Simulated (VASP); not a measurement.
Energy against volume of ZrO$_{2}$ (fluorite). All values below come from revTPSS meta-GGA, VASP's PBE PAW potentials (set 64) (plane waves; VASP).

```tsv
V (Å³/atom)	E (eV/atom)
10.401	-6.92442
10.733	-6.95110
11.065	-6.95973
11.397	-6.95292
11.729	-6.93290
```

Fit a third-order Birch-Murnaghan equation of state.

| Item | Value |
|---|---|
| volume per atom | 11.08 Å³/atom |
| bulk modulus | 247 GPa |
| pressure derivative of the bulk modulus | 4.20 |
| lattice constant a | 5.103 Å |

Measured: a 5.090 Å at 0 K (computed value off by +0.3 %), as given by Xinyuan Zhao et al., Physical review. B, Condensed matter (2002), arXiv:cond-mat/0108491 [extrapolated to 0 K from high-temperature diffraction of the cubic phase (5.27 Å at 2410 °C), as arXiv:1708.09424 says of the same reference; zero-point expansion not removed].

The compound is ZrO2 in the fluorite structure, the high-temperature cubic form, which is unstable at 0 K; the monoclinic form is the stable one. It was relaxed first.
